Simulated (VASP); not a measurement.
```
CsBr
1.0
    4.29000     0.00000     0.00000
    0.00000     4.29000     0.00000
    0.00000     0.00000     4.29000
Cs Br
1 1
Direct
  0.00000   0.00000   0.00000
  0.50000   0.50000   0.50000
```

Level of theory: rev-vdW-DF2, VASP's PBE PAW potentials (set 64) (plane waves; VASP). Numerical set-up: 520 eV cut-off, 6×6×6 Γ-centred mesh, Gaussian smearing of 0.050 eV, potentials Cs_sv Br.

Q: The ions, cell shape and volume are relaxed. Give the cell that the relaxation ends in.

A: 
```
CsBr
1.0
    4.27436     0.00000     0.00000
    0.00000     4.27436     0.00000
    0.00000     0.00000     4.27436
Cs Br
1 1
Direct
  0.00000   0.00000   0.00000
  0.50000   0.50000   0.50000
```
Space group Pm-3m (221), at a tolerance of 0.03 Å.

Q: How do energy and volume change from the first to the last step?

A: The energy (σ→0) changes by -0.2 meV/atom and the volume by -1.1 %, in 4 ionic steps.

```
step  E(σ→0) (eV)  max force (eV/Å)  pressure (GPa)  volume (Å³)
----  -----------  ----------------  --------------  -----------
1         -2.1089             0.000           -0.15        78.95
2         -2.1091             0.000           -0.05        78.53
3         -2.1092             0.000           -0.05        78.38
4         -2.1092             0.000            0.03        78.09
```

The compound is CsBr in the CsCl type structure. This run relaxes it. Symmetry was kept, so distortions that lower it aren't found.
